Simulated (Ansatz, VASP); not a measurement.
## Cross-check of Sn2SeO (alpha-NaFeO2 type (invented)) between VASP and Ansatz

One calculation is typed for both programs; each brings its own data sets. How far apart do they land? The cell is generated by rule, not measured, and may not be a known phase. The cell is taken from a series of runs on this material, whose earlier steps may have relaxed, scaled, displaced or heated it; both programs get it as it stands.

Method: plane waves, with VASP 6.6.1 beside it; relaxation of cell and atoms at PBEsol, in Ansatz 0.2.0.

**1. Set-up**

The structure is trigonal, space group R-3m (No. 166). Conventional cell: a = 3.891 Å, b = 3.891 Å, c = 18.724 Å, α = 90.00°, β = 90.00°, γ = 120.00°. O has 6 Sn at 2.57 Å nearest. Nearest to Se lie 6 Sn at 2.92 Å. Nearest to Sn lie 3 O at 2.57 Å and 3 Se at 2.92 Å. Farther neighbours and most contacts between anions are not listed.

**2. Ansatz: relaxation of cell and atoms, PBEsol**

Ansatz runs on its default PAW (the set named soft_2) files.

The relaxed volume is the usual yardstick between codes: in a stiff, nearly cubic crystal its relative difference is about their pressure difference at one cell divided by the bulk modulus.

input.yaml reads:

```yaml
crystal:
  lattice:
    - [1.9456669721, 1.1233311795, 6.2412973831]
    - [-1.9456669721, 1.1233311795, 6.2412973831]
    - [0.0, -2.2466628708, 6.241297291]
  atoms:
    - { symbol: O, position: [1.0, 0.0, 0.0] }
    - { symbol: Se, position: [0.5, 0.5, 0.5] }
    - { symbol: Sn, position: [0.2665987443, 0.2665987443, 0.2665987443] }
    - { symbol: Sn, position: [0.7334012557, 0.7334012557, 0.7334012557] }
kpoints:
  mp_grid: { grid: [12, 12, 12] }
hamiltonian:
  xc: pbesol
scf:
  occupations: { method: gaussian, width: 0.1 }
output:
  forces: true
  stress: true
  eigenvalues: true
  write_density: true
  write_potential: true
  elf: true
  volumetric_format: npy
relax:
  adjacent_minimum: "off"
  f_tol: 0.005
  max_steps: 80
  cell: { stress_tol: 0.05 }
```

On the command line:

```
$ ansatz run input.yaml --threads 2 --pin off --max-ram 5120MiB --backend cpu --events-out ev --progress --plain --runs-dir out
```

Numbers of over 12 decimals in the logs are rounded to 6 here.

The program printed:

```text
basis.fft_grid_basis auto: the FFT boxes are laid along the combinations [[1, -1, 0], [0, 1, 0], [0, -1, 1]] of the cell's own vectors, 3.891, 6.633 and 3.891 Å long. The dense box has 27×45×27 points. Along the cell's own vectors, as sized, it would have 45×45×45, 2.78 times as many. Of the 12 symmetry operations that the crystal satisfies within crystal.symmetry.tolerance (time reversal apart; of a slab, those that [...]
Engine: ansatz 0.2.0, aarch64-unknown-linux-gnu
Pseudopotentials: kind: paw
Pseudopotential: O, paw, valence charge 6, recommended cutoff 420 eV (normal), O.paw.azcp
Pseudopotential: Se, paw, valence charge 16, recommended cutoff 420 eV (normal), Se.paw.azcp
Pseudopotential: Sn, paw, valence charge 14, recommended cutoff 420 eV (normal), Sn.paw.azcp
Functional definition: PBEsol
  exchange = pbesol_x
  correlation = pbesol_c
Crystal: 4 atoms, lattice volume = 81.847 Å³
Basis set: ecut = 420 eV, 1623 PW (Γ), FFT grids on a1−a2, a2, −a2+a3, exchange–correlation on 54×90×54 points (8 copies of the dense FFT grid, shifted against one another)
Bands: 30, of which v1, the nominal top of the filled ones, is band 25 counted from 1 (24 counted from 0)
Symmetry: 12 space group operations
Space group: R-3m (ITA 166), of the structure as read, at distance tolerance 4.3e-5 Å
k-points: 189 of 1728
Non-local potential: O, projectors of the file, l = 0: 2, l = 1: 2, l = 2: 1
Non-local potential: Se, projectors of the file, l = 0: 2, l = 1: 2, l = 2: 3, l = 3: 1
Non-local potential: Sn, projectors of the file, l = 0: 2, l = 1: 2, l = 2: 2, l = 3: 2
PAW form: soft (Blöchl's): semilocal exchange-correlation on the pseudo side does not see the compensation charge
PAW frozen core: O, regenerated for the run's functional, and the local potential with it (the file was generated under x = pbe(κ = 0.804, μ = 0.219515), c = pbe(β = 0.066725))
PAW frozen core: Se, regenerated for the run's functional, and the local potential with it (the file was generated under x = pbe(κ = 0.804, μ = 0.219515), c = pbe(β = 0.066725))
PAW frozen core: Sn, regenerated for the run's functional, and the local potential with it (the file was generated under x = pbe(κ = 0.804, μ = 0.219515), c = pbe(β = 0.066725))
PAW one-centre angular grid: O, 110 points (default); XC on 64 Gauss nodes
PAW one-centre angular grid: Se, 590 points (default); XC on 64 Gauss nodes
PAW one-centre angular grid: Sn, 590 points (default); XC on 64 Gauss nodes
Initial density: superposition of atomic densities (neutral atoms: chi_scale 0, normalization atom), corrected by the library's trained network
Initial wavefunctions: pseudopotential atomic-orbital guess
Functional: x = pbesol(κ = 0.804, μ = 0.123457), c = pbesol(β = 0.046)
SCF iter   1: F=—  HF=-17884.463139 eV  |F-HF|=—  |Δ(HF+E_count)|=         —  Δρ=1.27e-2  dr2=1.38e-1  ethr=1.77e-3  ⟨swp⟩=6.8  Hψ=24448  notcnv=0
preconditioner: auto → Kerker (q_TF=auto, 2.513 Å⁻¹)  [metal: Δε(μ)=0.064 eV  Ē_g=16.964 eV  σ=0.100 eV  W_gap=0.35  n_scr=28 (ndim 8)  ℏωp=26.0 eV  f_vac=0.002  D(μ)=0.30/eV (n_scr^D=0)]
SCF iter   2: F=—  HF=-17884.441454 eV  |F-HF|=—  |Δ(HF+E_count)|=   2.17e-2  Δρ=5.57e-3  dr2=3.12e-2  ethr=2.77e-4  ⟨swp⟩=1.6  Hψ=7366  notcnv=0  defer=2
SCF iter   3: F=—  HF=-17884.436284 eV  |F-HF|=—  |Δ(HF+E_count)|=   5.17e-3  Δρ=9.76e-4  dr2=1.01e-3  ethr=6.23e-5  ⟨swp⟩=2.0  Hψ=6555  notcnv=0  defer=6
SCF iter   4: F=—  HF=-17884.436091 eV  |F-HF|=—  |Δ(HF+E_count)|=   1.93e-4  Δρ=3.19e-4  dr2=9.00e-5  ethr=2.02e-6  ⟨swp⟩=2.0  Hψ=9331  notcnv=0  defer=6
SCF iter   5: F=—  HF=-17884.436037 eV  |F-HF|=—  |Δ(HF+E_count)|=   5.43e-5  Δρ=1.15e-4  dr2=7.03e-6  ethr=1.80e-7  ⟨swp⟩=2.0  Hψ=9732  notcnv=0  defer=12
SCF iter   6: F=—  HF=-17884.436039 eV  |F-HF|=—  |Δ(HF+E_count)|=   2.07e-6  Δρ=5.44e-5  dr2=2.24e-6  ethr=1.41e-8  ⟨swp⟩=2.0  Hψ=10242  notcnv=0  defer=15
SCF iter   7: F=—  HF=-17884.436037 eV  |F-HF|=—  |Δ(HF+E_count)|=   1.47e-6  Δρ=2.04e-5  dr2=5.30e-7  ethr=4.48e-9  ⟨swp⟩=2.0  Hψ=10236  notcnv=0  defer=17
SCF iter   8: F=—  HF=-17884.436037 eV  |F-HF|=—  |Δ(HF+E_count)|=   1.02e-8  Δρ=7.57e-6  dr2=1.03e-7  ethr=1.06e-9  ⟨swp⟩=2.0  Hψ=9296  notcnv=0  defer=19
SCF iter   9: F=-17884.436037 eV  HF=-17884.436037 eV  |F-HF|=7.06e-9  |Δ(HF+E_count)|=   2.34e-8  Δρ=2.24e-6  dr2=8.47e-9  ethr=2.00e-10  ⟨swp⟩=11.7  Hψ=36337  notcnv=0
SCF 1 converged in 9 iterations: F = -17884.436037 eV  dr2 = 8.47e-9
  greatest PAW one-centre occupation: 1.000 electrons in one spin orbital (limit 2), on the Se atom at site 1 (counted from 0), in its partial waves of l = 2
relax step   1: F+E_penalty+E_count = -17884.43603716 eV  Δ(F+E_penalty+E_count) = +0.000e0 eV  max|allowed force component| = 1.962e-3 eV/Å  Δτ_max = 0.0000 Å  P = +0.015 GPa  Ω = 81.847 Å³  (9 SCF iters, dr2 threshold 1.00e-7 eV, accepted)
Initial density: handed on by an earlier stage of this run
Initial wavefunctions: pseudopotential atomic-orbital guess (no wavefunctions were taken with the density)
iter 1 solved again at ethr=2.46e-7 eV; its pass at ethr=3.10e-3 eV (dr2=1.23e-4 eV) is discarded
SCF iter   1: F=—  HF=-17884.436042 eV  |F-HF|=—  |Δ(HF+E_count)|=         —  Δρ=3.93e-6  dr2=1.38e-8  ethr=2.46e-7  ⟨swp⟩=2.3  Hψ=36207  notcnv=0
eigensolver tolerance schedule: the retry pair's looser diagonalisation over-reported the residual by 8941.50 of it (diagonalisation noise at 2.45 of the residual, at the tolerance the schedule requests for it); recorded, not acted on — ethr = c·dr2/N_el stays at c = 1.0e-1
preconditioner: auto → Kerker (q_TF=auto, 2.513 Å⁻¹)  [metal: Δε(μ)=0.052 eV  Ē_g=17.005 eV  σ=0.100 eV  W_gap=0.28  n_scr=28 (ndim 8)  ℏωp=26.0 eV  f_vac=0.001  D(μ)=0.32/eV (n_scr^D=0)]
SCF iter   2: F=—  HF=-17884.436037 eV  |F-HF|=—  |Δ(HF+E_count)|=   4.88e-6  Δρ=1.66e-6  dr2=6.40e-9  ethr=2.75e-11  ⟨swp⟩=4.0  Hψ=13970  notcnv=0
SCF iter   3: F=—  HF=-17884.436037 eV  |F-HF|=—  |Δ(HF+E_count)|=  7.60e-10  Δρ=1.18e-6  dr2=4.11e-9  ethr=1.28e-11  ⟨swp⟩=1.0  Hψ=5670  notcnv=0
SCF iter   4: F=—  HF=-17884.436037 eV  |F-HF|=—  |Δ(HF+E_count)|=  9.86e-10  Δρ=3.83e-7  dr2=3.80e-10  ethr=8.23e-12  ⟨swp⟩=2.0  Hψ=6701  notcnv=0
SCF iter   5: F=—  HF=-17884.436037 eV  |F-HF|=—  |Δ(HF+E_count)|=  6.91e-11  Δρ=3.51e-7  dr2=1.23e-10  ethr=1.00e-12  ⟨swp⟩=2.0  Hψ=10396  notcnv=0
SCF iter   6: F=-17884.436037 eV  HF=-17884.436037 eV  |F-HF|=2.91e-11  |Δ(HF+E_count)|=  1.09e-11  Δρ=1.74e-7  dr2=3.61e-11  ethr=1.00e-12  ⟨swp⟩=6.1  Hψ=23814  notcnv=0
SCF 2 converged in 6 iterations: F = -17884.436037 eV  dr2 = 3.61e-11
relax step   2: F+E_penalty+E_count = -17884.43603716 eV  Δ(F+E_penalty+E_count) = -4.304e-9 eV  max|allowed force component| = 1.953e-3 eV/Å  Δτ_max = 0.0000 Å  P = +0.015 GPa  Ω = 81.847 Å³  stress off target by 2.82e-2 GPa  SCF on the basis re-selected at this cell (its energy is not comparable with the rows above)  (6 SCF iters)
basis re-selected at this cell: Δ(F+E_penalty+E_count) = -4.304e-9 eV, ΔP = -0.000 GPa vs the last step (what re-selecting the basis moved, of the pressure what is left beyond the Pulay correction that the steps carried, after the strain that the cell walked since its last selection, with what the two solves' SCF thresholds leave and, on support functions, any second-order correction that the steps lacked; it is no m [...]
SCF converged after 6 iterations
Free energy (F): -17884.436037 eV
Harris-Foulkes:  -17884.436037 eV  (|F-HF|=2.91e-11)
Internal energy: -17884.434415 eV  (E = F + TS)
E sigma→0 (E₀):  -17884.435226 eV
Entropy (-TS):   -0.001622 eV (-0.406 meV/atom)
Fermi energy:    10.668962 eV
--- Per-component energies (eV) ---
  E_band       = -510.705302
  E_kinetic    = 663.030841
  E_local      = -4163.685496  (includes V_loc(G=0)·N_el)
  E_nonlocal   = -606.503022
  E_hartree    = 2249.301685
  E_xc         = -937.110262
  E_vxc        = -387.771763  (∫ρ·V_xc dr)
  E_paw        = -10142.199415  (= ΣΔE_a)
  E_vpaw       = -514.380953  (= ΣTr[D̂ρ^β])
  E_aug_tail   = 0.001688  (compensation charges beyond the density's cutoff)
  E_ewald      = -4948.883851
  E_core_change = 1.613418  (= ΣΔE_core)
  E_smearing   = -0.001622  (= −TS)
  E_closure    = -0.000000  (closes the sum)
  Σ components = -17884.436037   (vs F -17884.436037, Δ=0.00e0)
--- Forces (eV/Å), atoms counted from 1 ---
  atom   1  O      0.00000000    -0.00000000    -0.00000000
  atom   2  Se     0.00000000     0.00000000     0.00000000
  atom   3  Sn    -0.00000000    -0.00000000     0.00195289
  atom   4  Sn     0.00000000     0.00000000    -0.00195289
  max |Σ_I F_I| component: 6.51e-19 eV/Å
--- Stress (GPa, compression-positive) ---
        0.008770       0.000000       0.000000
        0.000000       0.008770      -0.000000
        0.000000      -0.000000       0.028223
  P = ⅓ Tr σ = 0.0153 GPa (0.153 kbar)
--- Band table (eV; the first three rows and the last of 189) ---
  k-point 0: bands = [... 21 lower, 7.8265, 8.9562, 8.9562, 10.6589, 11.7173, 12.7178, 12.7178, 16.4775, ... 1 higher]
  k-point 1: bands = [... 21 lower, 7.8244, 8.4100, 8.8543, 10.9353, 11.2447, 12.8560, 13.5473, 15.7422, ... 1 higher]
  k-point 2: bands = [... 21 lower, 7.6614, 8.2822, 8.6078, 10.0250, 12.0750, 13.1717, 14.3105, 14.4883, ... 1 higher]
  k-point 188: bands = [... 21 lower, 8.1819, 8.8800, 8.8800, 9.4294, 13.7900, 13.7995, 13.8769, 13.8769, ... 1 higher]
--- Relaxed structure (1 steps of the walk, 1 accepted, 1 SCFs on fresh bases) ---
  F+E_penalty+E_count = -17884.43603716 eV   max|allowed force component| = 1.953e-3 eV/Å   (the final SCF, on the basis selected at the relaxed cell)
  cell:  # Å, volume = 81.8470 Å³
    - [1.945667, 1.123331, 6.241297]
    - [-1.945667, 1.123331, 6.241297]
    - [0.0, -2.246663, 6.241297]
  atoms:
    - { symbol: O, position: [1.0, 5.551115123125783e-17, 0.0] }
    - { symbol: Se, position: [0.5, 0.5, 0.5] }
    - { symbol: Sn, position: [0.2665987443, 0.2665987443, 0.266599] }
    - { symbol: Sn, position: [0.733401, 0.733401, 0.7334012557] }
```

(Continued in part 2 of 2.)

[Lines on the potential files, build, host, timing and source positions are cut from VASP's logs without a mark.]

[Logs are printed without paths, hosts, clocks, repeated set-up lines and the standing remarks that a program may print on its own settings, such as how far it seeks lower states.]

[Hosts, paths, dates, database ids (printed as entryN), source tags and the programs' standing remarks are cut or masked in the printed files.]
